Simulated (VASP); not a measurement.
Data:

```
CELL_PARAMETERS angstrom
      4.64255     0.00000     0.00000
      0.00000     4.64255     0.00000
      0.00000     0.00000     7.53034
ATOMIC_POSITIONS crystal
  La 0.00000 0.00000 0.00000
  In 0.50000 0.50000 0.00000
  In 0.50000 0.00000 0.69223
  In 0.50000 0.00000 0.30777
  In 0.00000 0.50000 0.69223
  In 0.00000 0.50000 0.30777
  Rh 0.00000 0.00000 0.50000
```

Calculation: PBEsol GGA, VASP's PBE PAW potentials (set 64) (plane waves; VASP). Run with 300 eV cut-off, 5×5×3 Γ-centred mesh, Fermi-Dirac smearing of 0.050 eV, potentials La In_d Rh_pv.

At this cut-off the stress carries a Pulay error, which pulls relaxed volumes low.

Problem. Give the force on each atom (eV/Å).

Solution. 
| atom | Fx | Fy | Fz |
|---|---|---|---|
| La1 | 0.000 | 0.000 | 0.000 |
| In2 | 0.000 | 0.000 | 0.000 |
| In3 | 0.000 | 0.000 | 0.212 |
| In4 | 0.000 | 0.000 | -0.212 |
| In5 | 0.000 | 0.000 | 0.212 |
| In6 | 0.000 | 0.000 | -0.212 |
| Rh7 | 0.000 | 0.000 | 0.000 |

Problem. Give the stress tensor in GPa (positive for a compressed cell).

Solution. 
```
0.61  0.00  0.00
0.00  0.61  0.00
0.00  0.00  0.49
```
The pressure is its mean diagonal, 0.57 GPa.

The structure comes from a computed database's LaIn5Rh entry (P4/mmm); how it stands against other phases isn't given here. The cell was not relaxed at this level. The electron count is odd and the run is not spin-polarised, which forces a metal.
